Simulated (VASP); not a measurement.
H12C5S2: single point with PBE+D3(BJ)

H12C5S2:

```
CELL_PARAMETERS angstrom
8.54897 0.00000 0.00000
0.00000 8.54897 0.00000
0.00000 0.00000 8.54897
ATOMIC_POSITIONS crystal
S 0.57684 0.78463 0.31206
S 0.73333 0.49426 0.15328
S 0.43008 0.00709 0.96419
S 0.63045 0.82687 0.71940
C 0.64187 0.63403 0.23364
C 0.53172 0.90402 0.85204
C 0.93208 0.11641 0.47303
C 0.02260 0.11066 0.31849
C 0.22175 0.47216 0.78855
C 0.13004 0.56907 0.90500
C 0.02908 0.14417 0.91667
C 0.86139 0.17813 0.87277
C 0.51227 0.25697 0.57477
C 0.40543 0.14268 0.50173
H 0.87025 0.22855 0.49624
H 0.84661 0.02210 0.48979
H 0.01773 0.11683 0.57111
H 0.08500 0.99786 0.29078
H 0.95729 0.14591 0.22071
H 0.12251 0.19447 0.32809
H 0.13283 0.41718 0.71319
H 0.30625 0.52420 0.70892
H 0.27600 0.37072 0.85458
H 0.20126 0.63008 0.99466
H 0.05127 0.66065 0.85168
H 0.04923 0.48437 0.96148
H 0.08019 0.22777 0.99476
H 0.04266 0.04360 0.98813
H 0.09668 0.14496 0.80931
H 0.81362 0.09257 0.79060
H 0.77418 0.19338 0.96474
H 0.84713 0.29247 0.81136
H 0.62506 0.26312 0.50560
H 0.46596 0.37539 0.59124
H 0.54387 0.22733 0.69601
H 0.31525 0.10142 0.58278
H 0.34375 0.17935 0.40038
H 0.46155 0.03225 0.46034
```

The cell was built by a generator and needn't be a form met in nature.

```json
{"Program": "VASP 6.6.1", "Task": "single point", "Functional": "PBE", "Dispersion": "D3(BJ)", "Potentials or basis": "VASP PAW PBE potentials, release 64 (S, C, H)", "Cutoff": "520 eV", "k mesh": "1 × 1 × 1", "Occupations": "fermi-dirac, width 0.02 eV", "Spin": "no spin polarisation"}
```

```
Pressure                   : 0.0 GPa
Largest force              : 2.296 eV/Å
Band gap on the k mesh     : 3.34 eV, direct
Dispersion energy per atom : -0.043 eV
```

Forces in eV/Å, atoms in the order of the input:
```
S   -0.329 -0.093  0.020
S   -0.892  0.733  0.512
S    0.230 -0.507 -0.005
S   -0.059 -0.345  0.399
C    1.231 -0.703 -0.555
C   -0.217  0.710 -0.365
C    0.518  0.386  0.547
C    1.856 -0.164  1.341
C   -0.370 -1.443  0.330
C   -0.709  0.815  0.143
C   -0.626  0.639 -0.198
C   -0.792  1.100 -0.604
C    1.870  0.763  0.180
C   -0.467 -1.973  0.253
H    0.077 -0.274 -0.598
H    0.083 -0.069 -0.036
H   -0.255 -0.483 -0.187
H   -0.760  0.423  0.370
H   -1.088  0.309 -1.333
H   -0.501 -0.134 -0.144
H    0.154 -0.139 -0.196
H    0.264  0.524  0.236
H   -0.045  0.833 -0.672
H   -0.125 -0.294 -0.172
H    0.628 -0.545  0.119
H    0.235  0.489  0.216
H    0.226  1.200  0.277
H    0.046 -1.638  0.011
H    0.515 -0.445 -0.136
H    0.058 -0.216  0.033
H    0.125 -0.446  0.666
H    0.442 -0.304 -0.025
H   -0.764  0.241  0.567
H   -0.185  0.060 -0.524
H    0.146 -0.409 -0.114
H   -0.224  0.036  0.211
H   -0.465  0.857 -0.990
H    0.169  0.507  0.423
```

Stress tensor (GPa, compression positive):
```
-0.22  0.56  0.55
 0.56 -0.14 -0.53
 0.55 -0.53  0.27
```

Levels at points of the mesh, in eV from the valence-band top:
```
           k point  band 40  band 41  band 42  band 43  band 44  band 45  band 46  band 47  band 48  band 49
(0.00, 0.00, 0.00)    -1.04    -0.26    -0.17    -0.10     0.00     3.34     3.61     3.77     4.16     5.32
```

Wall time 60 s on 1 thread of Intel(R) Xeon(R) Platinum 8488C (Sapphire Rapids), with other jobs on the host, peak memory 0.57 GiB.

PBE gaps usually lie below the measured ones, often by a third to a half.
